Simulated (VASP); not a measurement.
Input:

```xyz
4
Lattice="3.8300 0.0000 0.0000 0.0000 3.8300 0.0000 0.0000 0.0000 3.8300" Properties=species:S:1:pos:R:3 pbc="T T T"
Cu     0.0000     0.0000     1.9150
Cu     1.9150     0.0000     0.0000
Cu     0.0000     1.9150     0.0000
N      0.0000     0.0000     0.0000
```

Calculation: PBE GGA, VASP's PBE PAW potentials (set 64) (plane waves; VASP). Settings: 500 eV cut-off, Gaussian smearing of 0.050 eV, potentials Cu N.

Problem. Give the energies of bands 9 to 22 at the high-symmetry points, in eV from the valence-band maximum.

Solution. 
```json
[
 {"band": "9", "Γ": "-3.38", "X": "-3.18", "M": "-2.92", "R": "-2.91"},
 {"band": "10", "Γ": "-3.38", "X": "-2.79", "M": "-2.86", "R": "-2.91"},
 {"band": "11", "Γ": "-2.49", "X": "-2.50", "M": "-2.81", "R": "-2.91"},
 {"band": "12", "Γ": "-2.49", "X": "-2.49", "M": "-2.81", "R": "-2.11"},
 {"band": "13", "Γ": "-2.30", "X": "-2.42", "M": "-2.40", "R": "-2.11"},
 {"band": "14", "Γ": "-2.30", "X": "-2.29", "M": "-2.36", "R": "-1.83"},
 {"band": "15", "Γ": "-2.30", "X": "-2.29", "M": "-2.35", "R": "-1.83"},
 {"band": "16", "Γ": "-1.79", "X": "-2.13", "M": "-2.09", "R": "-1.83"},
 {"band": "17", "Γ": "-1.79", "X": "-1.79", "M": "-1.04", "R": "0.00"},
 {"band": "18", "Γ": "-1.79", "X": "-1.38", "M": "-1.04", "R": "0.00"},
 {"band": "19", "Γ": "-1.75", "X": "-1.38", "M": "-0.67", "R": "0.00"},
 {"band": "20", "Γ": "0.96", "X": "1.54", "M": "0.26", "R": "0.88"},
 {"band": "21", "Γ": "5.25", "X": "3.33", "M": "3.53", "R": "0.88"},
 {"band": "22", "Γ": "5.25", "X": "6.71", "M": "4.81", "R": "0.88"}
]
```

The gap is indirect, 0.26 eV, from the valence maximum at R to the conduction minimum at M.

The structure comes from a computed database's Cu3N entry (Pm-3m); how it stands against other phases isn't given here. It was relaxed first.
